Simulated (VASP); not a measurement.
An input for Quantum ESPRESSO's pw.x (written as the equivalent of a VASP run, and not itself run):

```
&CONTROL
  calculation = 'scf'
  pseudo_dir = './pseudo'
  outdir = './out'
  tprnfor = .true.
  tstress = .true.
/
&SYSTEM
  ibrav = 0
  nat = 2
  ntyp = 2
  ecutwfc = 84
  occupations = 'smearing'
  smearing = 'fermi-dirac'
  degauss = 0.00735
  input_dft = 'pbe'
/
&ELECTRONS
  conv_thr = 7.3e-08
  electron_maxstep = 100
/
ATOMIC_SPECIES
  Ti 47.867 Ti.upf
  N 14.007 N.upf
CELL_PARAMETERS angstrom
     0.0000000    2.0776000    2.0776000
     2.0776000    0.0000000    2.0776000
     2.0776000    2.0776000    0.0000000
ATOMIC_POSITIONS crystal
  Ti   0.0000000  0.0000000  0.0000000
  N    0.5000000  0.5000000  0.5000000
K_POINTS automatic
  18 18 18 0 0 0
```

Question: Write the VASP files for the same calculation (PBE).

Answer: One answer among several that fit: 
File POSCAR:
```
TiN
2.938170
  0.0000000000   0.7071068046   0.7071068046
  0.7071068046   0.0000000000   0.7071068046
  0.7071068046   0.7071068046   0.0000000000
Ti N
1 1
Direct
  0.0000000000   0.0000000000   0.0000000000
  0.5000000000   0.5000000000   0.5000000000
```

### INCAR
```
SYSTEM = TiN
PREC = Accurate
ENCUT = 400
EDIFF = 1E-6
NELM = 100
ALGO = Normal
LREAL = .FALSE.
LASPH = .TRUE.
ISMEAR = -1
SIGMA = 0.1
GGA = PE
LMAXMIX = 4
LWAVE = .FALSE.
LCHARG = .FALSE.
ISIF = 2
```

File KPOINTS:
```
Automatic
0
gamma
 18 18 18
0 0 0
```

POTCAR, in this order: Ti_sv N (PBE.64 set). Program: vasp_std.

What does not carry over: the potentials are each code's own (VASP's PAW set, PseudoDojo norm-conserving files in pw.x), so ENCUT and ecutwfc are chosen apart and not converted; conv_thr bounds pw.x's estimated SCF error, while EDIFF bounds the energy change between steps.

The structure is a typed TiN crystal. The cell was not relaxed at this level, and its volume differs by -5.9 % from the start's.
